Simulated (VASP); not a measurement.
OSZICAR of a VASP run on CdF2 (fluorite):

### OSZICAR
```
       N       E                     dE             d eps       ncg     rms          rms(c)
DAV:   1     0.196216313778E+03    0.19622E+03   -0.17172E+04   552   0.176E+03
DAV:   2    -0.328074734862E+02   -0.22902E+03   -0.22185E+03   594   0.416E+02
DAV:   3    -0.431122263026E+02   -0.10305E+02   -0.10279E+02   596   0.989E+01
DAV:   4    -0.431685683926E+02   -0.56342E-01   -0.56332E-01   610   0.734E+00
DAV:   5    -0.431687332759E+02   -0.16488E-03   -0.16488E-03   583   0.371E-01    0.880E+00
DAV:   6    -0.334443804717E+02    0.97244E+01   -0.52699E+00   562   0.495E+01    0.103E+01
DAV:   7    -0.335203423074E+02   -0.75962E-01   -0.22533E+00   561   0.167E+01    0.468E+00
DAV:   8    -0.346348485487E+02   -0.11145E+01   -0.58988E-01   544   0.109E+01    0.230E+00
DAV:   9    -0.332861903843E+02    0.13487E+01   -0.43705E-01   544   0.777E+00    0.741E-01
DAV:  10    -0.336836533408E+02   -0.39746E+00   -0.45585E-01   544   0.704E+00    0.255E-01
DAV:  11    -0.337172529989E+02   -0.33600E-01   -0.11794E-02   546   0.149E+00    0.188E-01
DAV:  12    -0.337080230794E+02    0.92299E-02   -0.19887E-02   544   0.181E+00    0.289E-01
DAV:  13    -0.337249431024E+02   -0.16920E-01   -0.97599E-03   544   0.126E+00    0.702E-02
DAV:  14    -0.337255913412E+02   -0.64824E-03   -0.26022E-04   574   0.190E-01    0.354E-02
DAV:  15    -0.337257954945E+02   -0.20415E-03   -0.70633E-05   548   0.100E-01    0.211E-02
DAV:  16    -0.337259240863E+02   -0.12859E-03   -0.13671E-04   546   0.139E-01    0.131E-02
DAV:  17    -0.337259565001E+02   -0.32414E-04   -0.31924E-05   547   0.655E-02    0.298E-03
DAV:  18    -0.337259582310E+02   -0.17308E-05   -0.96188E-07   551   0.132E-02    0.169E-03
DAV:  19    -0.337259584463E+02   -0.21529E-06   -0.27802E-07   515   0.697E-03    0.106E-03
DAV:  20    -0.337259590064E+02   -0.56017E-06   -0.86155E-08   419   0.347E-03    0.384E-04
DAV:  21    -0.337259588972E+02    0.10923E-06   -0.39925E-09   277   0.753E-04    0.194E-04
DAV:  22    -0.337259589572E+02   -0.60004E-07   -0.80742E-10   276   0.399E-04
   1 F= -.33725959E+02 E0= -.33725959E+02  d E =-.734362E-19
```

**Question.** Which electronic solver shows in the log?

**Answer.** It is blocked Davidson (ALGO = Normal, or the opening steps of other solvers). The INCAR had ALGO = Normal.

**Question.** Can the final energy be trusted as converged?

**Answer.** Self-consistency was reached. It stopped with EDIFF = 1E-7, NELM = 100 (r2SCAN meta-GGA, plane waves, VASP's PBE PAW potentials (set 64)).

The compound is CdF2 in the fluorite structure. It was relaxed first.
